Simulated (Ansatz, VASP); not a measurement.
# InGaP2: VASP beside Ansatz

Wanted: the spread between two codes on one cell, functional and k mesh. Of the first pair: The structure shown is the start of the Ansatz relaxation below; VASP solves that cell, so the two are compared at the walk's first step.

Program: Ansatz 0.2.0. Level of theory: plane waves, with VASP 6.6.1 beside it; PBEsol. Results are calculated unless marked as measured.

### 1. Set-up

Symmetry: R3m, No. 160, trigonal system. The conventional cell has a = 3.917 Å, b = 3.917 Å, c = 19.282 Å, α = 90.00°, β = 90.00°, γ = 120.00°. Nearest to In lie 4 P at 2.44 to 2.49 Å. Nearest to Ga lie 4 P at 2.30 to 2.37 Å. P has 1 Ga at 2.30 Å and 3 In at 2.44 Å nearest. Nearest to P lie 3 Ga at 2.37 Å and 1 In at 2.49 Å. Farther neighbours are not listed.

As a file:

```cif
data_structure
_symmetry_space_group_name_H-M 'P 1'
_symmetry_Int_Tables_number 1
_cell_length_a 6.8138
_cell_length_b 6.8138
_cell_length_c 6.8138
_cell_angle_alpha 33.411
_cell_angle_beta 33.411
_cell_angle_gamma 33.411
_cell_volume 85.42
loop_
_atom_site_label
_atom_site_type_symbol
_atom_site_fract_x
_atom_site_fract_y
_atom_site_fract_z
_atom_site_occupancy
In1 In 0.49928 0.49928 0.49928 1
Ga2 Ga 0.99994 0.99994 0.99994 1
P3 P 0.88064 0.88064 0.88064 1
P4 P 0.37014 0.37014 0.37014 1
```

### 2. Ansatz: relaxation, PBEsol

Ansatz runs on its default PAW (the set named soft_2) files.

The two programs are compared at the cell with which this relaxation starts, whose forces are those of its first step.

Contents of input.yaml:

```yaml
crystal:
  lattice:
    - [1.9586542708, 1.130829732, 6.4274893875]
    - [-1.9586542708, 1.130829732, 6.4274893875]
    - [0.0, -2.2616589796, 6.4274894727]
  atoms:
    - { symbol: In, position: [0.4992830102, 0.4992830102, 0.4992830102] }
    - { symbol: Ga, position: [0.9999420594, 0.9999420594, 0.9999420594] }
    - { symbol: P, position: [0.8806359007, 0.8806359007, 0.8806359007] }
    - { symbol: P, position: [0.3701400297, 0.3701400297, 0.3701400297] }
kpoints:
  mp_grid: { grid: [12, 12, 12] }
hamiltonian:
  xc: pbesol
scf:
  occupations: { method: gaussian, width: 0.02 }
output:
  forces: true
  stress: true
  eigenvalues: true
  write_density: true
  write_potential: true
  elf: true
  volumetric_format: npy
relax:
  adjacent_minimum: "off"
  f_tol: 0.001
  max_steps: 60
  cell: { stress_tol: 0.02, fix: [volume] }
```

Command:

```
$ ansatz run input.yaml --threads 4 --pin off --max-ram 8192MiB --backend cpu --events-out ev --progress --plain --runs-dir out
```

Numbers of over 12 decimals in the logs are rounded to 6 here.

What it wrote:

```text
basis.fft_grid_basis auto: the FFT boxes are laid along the combinations [[1, -1, 0], [0, 1, 0], [0, -1, 1]] of the cell's own vectors, 3.917, 6.814 and 3.917 Å long. The dense box has 27×48×27 points. Along the cell's own vectors, as sized, it would have 48×48×48, 3.16 times as many. Of the 6 symmetry operations that the crystal satisfies within crystal.symmetry.tolerance (time reversal apart; of a slab, those that  [...]
Engine: ansatz 0.2.0, aarch64-unknown-linux-gnu
Pseudopotentials: kind: paw
Pseudopotential: In, paw, valence charge 13, recommended cutoff 420 eV (normal), In.paw.azcp
Pseudopotential: Ga, paw, valence charge 13, recommended cutoff 420 eV (normal), Ga.paw.azcp
Pseudopotential: P, paw, valence charge 5, recommended cutoff 420 eV (normal), P.paw.azcp
Functional definition: PBEsol
  exchange = pbesol_x
  correlation = pbesol_c
Crystal: 4 atoms, lattice volume = 85.418 Å³
Basis set: ecut = 420 eV, 1701 PW (Γ), FFT grids on a1−a2, a2, −a2+a3, exchange–correlation on 54×96×54 points (8 copies of the dense FFT grid, shifted against one another)
Bands: 22, of which v1, the nominal top of the filled ones, is band 18 counted from 1 (17 counted from 0)
Symmetry: 6 space group operations
Space group: R3m (ITA 160), of the structure as read, at distance tolerance 4.4e-5 Å
k-points: 189 of 1728 (time reversal used)
Non-local potential: In, projectors of the file, l = 0: 2, l = 1: 2, l = 2: 2, l = 3: 2
Non-local potential: Ga, projectors of the file, l = 0: 2, l = 1: 2, l = 2: 3, l = 3: 1
Non-local potential: P, projectors of the file, l = 0: 2, l = 1: 2, l = 2: 2
PAW form: soft (Blöchl's): semilocal exchange-correlation on the pseudo side does not see the compensation charge
PAW frozen core: In, regenerated for the run's functional, and the local potential with it (the file was generated under x = pbe(κ = 0.804, μ = 0.219515), c = pbe(β = 0.066725))
PAW frozen core: Ga, regenerated for the run's functional, and the local potential with it (the file was generated under x = pbe(κ = 0.804, μ = 0.219515), c = pbe(β = 0.066725))
PAW frozen core: P, regenerated for the run's functional, and the local potential with it (the file was generated under x = pbe(κ = 0.804, μ = 0.219515), c = pbe(β = 0.066725))
PAW one-centre angular grid: In, 590 points (default); XC on 64 Gauss nodes
PAW one-centre angular grid: Ga, 590 points (default); XC on 64 Gauss nodes
PAW one-centre angular grid: P, 110 points (default); XC on 64 Gauss nodes
Initial density: superposition of atomic densities (neutral atoms: chi_scale 0, normalization atom), corrected by the library's trained network
Initial wavefunctions: pseudopotential atomic-orbital guess
Functional: x = pbesol(κ = 0.804, μ = 0.123457), c = pbesol(β = 0.046)
SCF iter   1: F=—  HF=-10749.708624 eV  |F-HF|=—  |Δ(HF+E_count)|=         —  Δρ=5.19e-3  dr2=3.50e-2  ethr=1.77e-3  ⟨swp⟩=7.2  Hψ=23605  notcnv=0
preconditioner: auto → Resta (q_TF=auto, 2.362 Å⁻¹)  ε∞=4.1  [insulator: Δε(μ)=0.977 eV  Ē_g=13.712 eV  σ=0.020 eV  W_gap=1.00  n_scr=22 (ndim 8)  ℏωp=24.1 eV  f_vac=0.009  D(μ)=0.00/eV (n_scr^D=0)  ε∞_Penn≈4.1]
SCF iter   2: F=—  HF=-10749.696091 eV  |F-HF|=—  |Δ(HF+E_count)|=   1.25e-2  Δρ=2.28e-3  dr2=6.56e-3  ethr=9.72e-5  ⟨swp⟩=2.4  Hψ=7371  notcnv=0
SCF iter   3: F=—  HF=-10749.694518 eV  |F-HF|=—  |Δ(HF+E_count)|=   1.57e-3  Δρ=6.87e-4  dr2=4.09e-4  ethr=1.82e-5  ⟨swp⟩=2.7  Hψ=8565  notcnv=0
SCF iter   4: F=—  HF=-10749.694401 eV  |F-HF|=—  |Δ(HF+E_count)|=   1.17e-4  Δρ=3.10e-4  dr2=1.34e-4  ethr=1.14e-6  ⟨swp⟩=2.0  Hψ=7937  notcnv=0
SCF iter   5: F=—  HF=-10749.694426 eV  |F-HF|=—  |Δ(HF+E_count)|=   2.42e-5  Δρ=1.06e-4  dr2=1.47e-5  ethr=3.72e-7  ⟨swp⟩=2.1  Hψ=7455  notcnv=0
SCF iter   6: F=—  HF=-10749.694435 eV  |F-HF|=—  |Δ(HF+E_count)|=   9.14e-6  Δρ=2.76e-5  dr2=7.81e-7  ethr=4.10e-8  ⟨swp⟩=2.0  Hψ=7635  notcnv=0
SCF iter   7: F=-10749.694436 eV  HF=-10749.694435 eV  |F-HF|=4.38e-8  |Δ(HF+E_count)|=   6.35e-7  Δρ=7.27e-6  dr2=5.03e-8  ethr=2.78e-10  ⟨swp⟩=12.5  Hψ=34196  notcnv=0
SCF 1 converged in 7 iterations: F = -10749.694436 eV  dr2 = 5.03e-8
[...]
SCF 2 converged in 5 iterations: F = -10749.695876 eV  dr2 = 2.43e-7
relax step   2: F+E_penalty+E_count = -10749.69587605 eV  Δ(F+E_penalty+E_count) = -1.441e-3 eV  max|allowed force component| = 2.127e-2 eV/Å  Δτ_max = 0.0108 Å  P = +5.208 GPa  Ω = 85.418 Å³  energy of the carried Pulay correction = +7.809e-18 eV  fix = [volume]  reactions: volume +5.208 GPa  (5 SCF iters, dr2 threshold 4.00e-7 eV, accepted)
[...]
relax step   3: F+E_penalty+E_count = -10749.69590738 eV  Δ(F+E_penalty+E_count) = -3.133e-5 eV  max|allowed force component| = 5.108e-3 eV/Å  Δτ_max = 0.0008 Å  P = +5.211 GPa  Ω = 85.418 Å³  energy of the carried Pulay correction = +7.809e-18 eV  fix = [volume]  reactions: volume +5.211 GPa  (4 SCF iters, dr2 threshold 2.99e-8 eV, accepted)
[...]
relax step   4: F+E_penalty+E_count = -10749.69590875 eV  Δ(F+E_penalty+E_count) = -1.369e-6 eV  max|allowed force component| = 1.069e-3 eV/Å  Δτ_max = 0.0002 Å  P = +5.211 GPa  Ω = 85.418 Å³  energy of the carried Pulay correction = +7.809e-18 eV  fix = [volume]  reactions: volume +5.211 GPa  (4 SCF iters, dr2 threshold 1.63e-9 eV, accepted)
[...]
relax step   5: F+E_penalty+E_count = -10749.69590883 eV  Δ(F+E_penalty+E_count) = -7.345e-8 eV  max|allowed force component| = 4.896e-4 eV/Å  Δτ_max = 0.0001 Å  P = +5.211 GPa  Ω = 85.418 Å³  fix = [volume]  reactions: volume +5.211 GPa  (4 SCF iters, dr2 threshold 7.15e-11 eV, accepted)
[...]
relax step   6: F+E_penalty+E_count = -10749.69590940 eV  Δ(F+E_penalty+E_count) = -5.746e-7 eV  max|allowed force component| = 5.011e-4 eV/Å  Δτ_max = 0.0000 Å  P = +5.211 GPa  Ω = 85.418 Å³  fix = [volume]  reactions: volume +5.211 GPa  stress off target by 3.34e-4 GPa on what of the cell is left free  SCF on the basis re-selected at this cell (its energy is not comparable with the rows above)  (5 SCF iters)
basis re-selected at this cell: Δ(F+E_penalty+E_count) = -5.746e-7 eV, ΔP = -0.000 GPa vs the last step (what re-selecting the basis moved, of the pressure what is left beyond the Pulay correction that the steps carried, after the strain that the cell walked since its last selection, with what the two solves' SCF thresholds leave and, on support functions, any second-order correction that the steps lacked; it is no m [...]
SCF converged after 5 iterations
Free energy (F): -10749.695909 eV
Harris-Foulkes:  -10749.695909 eV  (|F-HF|=3.64e-12)
Internal energy: -10749.695909 eV  (E = F + TS)
E sigma→0 (E₀):  -10749.695909 eV
Fermi energy:    8.364933 eV
--- Per-component energies (eV) ---
  E_band       = -91.202115
  E_kinetic    = 503.610258
  E_local      = -3538.224756  (includes V_loc(G=0)·N_el)
  E_nonlocal   = 863.425677
  E_hartree    = 1546.152043
  E_xc         = -405.634348
  E_vxc        = -281.585100  (∫ρ·V_xc dr)
  E_paw        = -7142.783497  (= ΣΔE_a)
  E_vpaw       = -730.732258  (= ΣTr[D̂ρ^β])
  E_aug_tail   = -0.000079  (compensation charges beyond the density's cutoff)
  E_ewald      = -2577.432279
  E_core_change = 1.191072  (= ΣΔE_core)
  E_smearing   = -0.000000  (= −TS)
  E_closure    = -0.000000  (closes the sum)
  Σ components = -10749.695909   (vs F -10749.695909, Δ=0.00e0)
--- Forces (eV/Å), atoms counted from 1 ---
  atom   1  In    -0.00000000    -0.00000000    -0.00040209
  atom   2  Ga     0.00000000     0.00000000     0.00007033
  atom   3  P      0.00000000    -0.00000000    -0.00016942
  atom   4  P     -0.00000000     0.00000000     0.00050106
  max |Σ_I F_I| component: 1.15e-7 eV/Å
--- Stress (GPa, compression-positive) ---
        5.211090       0.000000       0.000000
        0.000000       5.211090       0.000000
        0.000000       0.000000       5.211590
  P = ⅓ Tr σ = 5.2113 GPa (52.113 kbar)
--- Band table (eV; the first three rows and the last of 189) ---
  k-point 0: bands = [... 14 lower, 6.4876, 7.6238, 7.8965, 7.8965, 8.8331, 9.7518, 11.5447, 11.5447]
  k-point 1: bands = [... 14 lower, 6.3827, 7.1637, 7.5504, 7.7131, 9.4238, 10.1888, 11.4204, 11.8018]
  k-point 2: bands = [... 14 lower, 5.9734, 6.1267, 7.1923, 7.2904, 10.0609, 10.7641, 11.2764, 12.1608]
  k-point 188: bands = [... 14 lower, 6.7010, 6.7010, 7.4791, 7.4791, 9.1827, 10.4780, 12.0386, 12.0386]
--- Relaxed structure (5 steps of the walk, 5 accepted, 1 SCFs on fresh bases) ---
  F+E_penalty+E_count = -10749.69590940 eV   max|allowed force component| = 5.011e-4 eV/Å   (the final SCF, on the basis selected at the relaxed cell)
  cell:  # Å, volume = 85.4176 Å³
    - [1.956866, 1.129797, 6.439241]
    - [-1.956866, 1.129797, 6.439241]
    - [-1.408648141681444e-19, -2.259594, 6.439241]
  atoms:
    - { symbol: In, position: [0.498749, 0.498749, 0.498749] }
    - { symbol: Ga, position: [1.000311, 1.000311, 1.000311] }
    - { symbol: P, position: [0.881052, 0.881052, 0.881052] }
    - { symbol: P, position: [0.369889, 0.369889, 0.369889] }
```

### 3. VASP: single point, PBEsol, start cell, pair 1

The same cell, functional, mesh and smearing now go to VASP, with its own data sets.

Lines of VASP's logs that name or quote its potential files are left out, and so is its time.

Contents of INCAR:

```
SYSTEM = InGaP2
PREC = Accurate
ENCUT = 400
EDIFF = 1E-06
NELM = 120
ISMEAR = 0
SIGMA = 0.02
LREAL = .FALSE.
ALGO = Normal
GGA = PS
NBANDS = 24
LORBIT = 11
LWAVE = .FALSE.
LCHARG = .FALSE.
ISIF = 2
LASPH = .TRUE.
GGA_COMPAT = .FALSE.
EFERMI = MIDGAP
KPAR = 2
```

Contents of POSCAR:

```
InGaP2
1.0
    1.9586540000      1.1308300000      6.4274890000
   -1.9586540000      1.1308300000      6.4274890000
    0.0000000000     -2.2616590000      6.4274890000
In Ga P
1 1 2
Direct
    0.4992829798      0.4992829798      0.4992832005
    0.9999419762      0.9999419762      0.9999424183
    0.8806358386      0.8806358386      0.8806362280
    0.3701399799      0.3701399799      0.3701401436
```

Contents of KPOINTS:

```
Automatic mesh
0
Gamma
12 12 12
0 0 0
```

PAW data sets: In_d, Ga_d and P (PBE family, release 64).

Command:

```
$ mpirun -np 2 vasp_std
```

What it wrote:

```text
[banner, memory and clock lines left out]
running    2 mpi-ranks, on    1 nodes
 distrk:  each k-point on    1 cores,    2 groups
 distr:  one band on    1 cores,    1 groups

 POSCAR found type information on POSCAR InGaP
 POSCAR found :  3 types and       4 ions
|                                                                             |
|               ----> ADVICE to this user running VASP <----                  |
|                                                                             |
|     You enforced a specific xc type in the INCAR file but a different       |
|     [... a line on the potential file left out ...]
|     I HOPE YOU KNOW WHAT YOU ARE DOING!                                     |
|                                                                             |

 LDA part: xc-table for (Slater+PW92), standard interpolation
 POSCAR, INCAR and KPOINTS ok, starting setup
 FFT: planning ... GRIDC
 FFT: planning ... GRID_SOFT
 FFT: planning ... GRID
 WAVECAR not read
 entering main loop
       N       E                     dE             d eps       ncg     rms          rms(c)
DAV:   1     0.240769352028E+03    0.24077E+03   -0.15232E+04  9336   0.171E+03
DAV:   2     0.464236252744E+01   -0.23613E+03   -0.23014E+03  9744   0.393E+02
DAV:   3    -0.188597881865E+02   -0.23502E+02   -0.23327E+02 11536   0.124E+02
DAV:   4    -0.195871577205E+02   -0.72737E+00   -0.72676E+00 11680   0.239E+01
DAV:   5    -0.196121042891E+02   -0.24947E-01   -0.24943E-01 13216   0.386E+00    0.794E+00
DAV:   6    -0.189303115178E+02    0.68179E+00   -0.13029E+00 13072   0.182E+01    0.459E+00
DAV:   7    -0.188548429265E+02    0.75469E-01   -0.59335E-01 14592   0.535E+00    0.145E+00
DAV:   8    -0.188478331463E+02    0.70098E-02   -0.83846E-02 12400   0.352E+00    0.734E-01
DAV:   9    -0.188474593508E+02    0.37380E-03   -0.55612E-03 13264   0.108E+00    0.263E-01
DAV:  10    -0.188476429376E+02   -0.18359E-03   -0.92405E-04 14584   0.325E-01    0.166E-01
DAV:  11    -0.188477010598E+02   -0.58122E-04   -0.29923E-04 11456   0.186E-01    0.693E-02
DAV:  12    -0.188476957736E+02    0.52863E-05   -0.27496E-05 10632   0.423E-02    0.131E-02
DAV:  13    -0.188476968176E+02   -0.10440E-05   -0.38754E-06 10264   0.117E-02    0.104E-02
DAV:  14    -0.188476973196E+02   -0.50207E-06   -0.41457E-07  7584   0.548E-03
   1 F= -.18847697E+02 E0= -.18847697E+02  d E =0.000000E+00
```

From OUTCAR (step 3):

```text
ion  position               nearest neighbor table
   1  0.499  0.499  0.499-   3 2.44   3 2.44   3 2.44   4 2.49
   2  1.000  1.000  1.000-   3 2.30   4 2.37   4 2.37   4 2.37
   3  0.881  0.881  0.881-   2 2.30   1 2.44   1 2.44   1 2.44
   4  0.370  0.370  0.370-   2 2.37   2 2.37   2 2.37   1 2.49

  LATTYP: Found a trigonal (rhomboedric) cell.
 ALAT       =     6.8137887277
 COS(alpha) =     0.8347398036

 Subroutine GETGRP returns: Found  6 space group operations
 (whereof  6 operations were pure point group operations)

The static configuration has the point symmetry C_3v.

 Found    189 irreducible k-points:

   k-points           NKPTS =    189   k-points in BZ     NKDIM =    189   number of bands    NBANDS=     24

   dimension x,y,z NGX =    48 NGY =   48 NGZ =   48
   dimension x,y,z NGXF=    96 NGYF=   96 NGZF=   96

   ENCUT  =  400.0 eV  29.40 Ry    5.42 a.u.  11.11 11.11 11.11*2*pi/ulx,y,z

   NELECT =      36.0000    total number of electrons

 k-points in reciprocal lattice and weights: Automatic mesh
   0.00000000  0.00000000  0.00000000       0.001
   0.08333333  0.00000000  0.00000000       0.003
   0.16666667  0.00000000  0.00000000       0.003
   0.25000000  0.00000000  0.00000000       0.003
   0.33333333  0.00000000 -0.00000000       0.003
   0.41666667  0.00000000  0.00000000       0.003
   0.50000000  0.00000000  0.00000000       0.002
   0.08333333  0.08333333  0.00000000       0.003
   0.16666667  0.08333333  0.00000000       0.007
[...]
-0.41666667  0.50000000  0.41666667       0.003
   0.50000000  0.50000000  0.50000000       0.001

 average (electrostatic) potential at core
       1 -95.0634       2 -64.4138       3 -82.2417       4 -82.6149

 E-fermi :   6.1495

 k-point     1 :       0.0000    0.0000    0.0000
  band No.  band energies     occupation
    ...
     14       4.2912      2.00000
     15       4.2912      2.00000
     16       5.4331      2.00000
     17       5.6610      2.00000
     18       5.6610      2.00000
     19       6.6380      0.00000
     20       7.5263      0.00000
     21       9.3508      0.00000
     22       9.3509      0.00000
     23       9.4216      0.00000
    ...

 k-point     2 :       0.0833    0.0000    0.0000
  band No.  band energies     occupation
    ...
     14       3.6788      2.00000
     15       4.1879      2.00000
     16       4.9272      2.00000
     17       5.3511      2.00000
     18       5.4752      2.00000
     19       7.2299      0.00000
     20       7.9752      0.00000
     21       9.2251      0.00000
     22       9.6082      0.00000
     23       9.6671      0.00000
    ...

 k-point     3 :       0.1667    0.0000    0.0000
  band No.  band energies     occupation
    ...
     14       2.6179      2.00000
     15       3.7312      2.00000
     16       3.9358      2.00000
     17       4.9881      2.00000
     18       5.0471      2.00000
     19       7.8721      0.00000
     20       8.5659      0.00000
     21       9.0668      0.00000
     22       9.9653      0.00000
     23      10.2394      0.00000
    ...

  Total        2.7045022      2.7045034      2.8054270      0.0000000      0.0000001      0.0000000
  in kB       50.7283122     50.7283349     52.6213578      0.0000000      0.0000027      0.0000000
  external PRESSURE =      51.3593350 kB  Pullay stress =       0.0000000 kB

  energy-cutoff  :      400.00
  volume of cell :       85.42
      direct lattice vectors                 reciprocal lattice vectors
     1.958654000  1.130830000  6.427489000     0.255277349  0.147384413  0.051860576
    -1.958654000  1.130830000  6.427489000    -0.255277349  0.147384413  0.051860576
     0.000000000 -2.261659000  6.427489000     0.000000000 -0.294768826  0.051860599

 POSITION                                       TOTAL-FORCE (eV/Angst)
 -----------------------------------------------------------------------------------
      0.00000      0.00000      9.62741         0.000000     -0.000000     -0.106187
      0.00000      0.00000     19.28135         0.000000      0.000000      0.092795
      0.00000     -0.00000     16.98083         0.000000      0.000000      0.079532
      0.00000     -0.00000      7.13721         0.000000     -0.000000     -0.066140
 -----------------------------------------------------------------------------------
    total drift:                                0.000000      0.000782      0.000203

  FREE ENERGIE OF THE ION-ELECTRON SYSTEM (eV)
  ---------------------------------------------------
  free  energy   TOTEN  =       -18.8476973196 eV

  energy  without entropy=      -18.8476973196  energy(sigma->0) =      -18.84769732

 total charge
# of ion       s       p       d       tot
------------------------------------------
    1        0.844   0.901   9.915  11.661
    2        0.864   0.852  10.017  11.733
    3        1.021   1.553   0.000   2.574
    4        1.021   1.499   0.000   2.520
--------------------------------------------------
tot          3.750   4.805  19.932  28.488

[... 3 further parts left out ...]
```

The run ends at a pressure of 5.14 GPa, with forces up to 0.11 eV/Å.

### 4. Side by side

Known differences besides the potentials themselves: the cutoff is 420 eV in Ansatz and 400 eV in VASP; Ansatz makes its cores anew for this functional, VASP keeps those of its PBE data sets. Total energies have different zeros and are not compared.

Forces (eV/Å; atoms numbered as in POSCAR):

```
atom        Ansatz x, y, z          VASP x, y, z
 In1  0.000, 0.000, -0.110  0.000, 0.000, -0.106
 Ga2   0.000, 0.000, 0.100   0.000, 0.000, 0.093
  P3   0.000, 0.000, 0.073   0.000, 0.000, 0.080
  P4  0.000, 0.000, -0.063  0.000, 0.000, -0.066
```

The forces differ by 2.9 meV/Å r.m.s., which is 5.8 % of the r.m.s. force of 0.050 eV/Å (both taken over all components).

### 5. Ansatz: relaxation, PBEsol

This run makes the geometry at which the two programs are then compared.

The structure compared here is the end of the Ansatz relaxation.

This is the run of step 2 again, met here at its other cell.

(Part 1 of 2 ends here.)

[Lines on the potential files, build, host, timing and source positions are cut from VASP's logs without a mark.]

[Logs are printed without paths, hosts, clocks, repeated set-up lines and the standing remarks that a program may print on its own settings, such as how far it seeks lower states.]

[Hosts, paths, dates, database ids (printed as entryN), source tags and the programs' standing remarks are cut or masked in the printed files.]
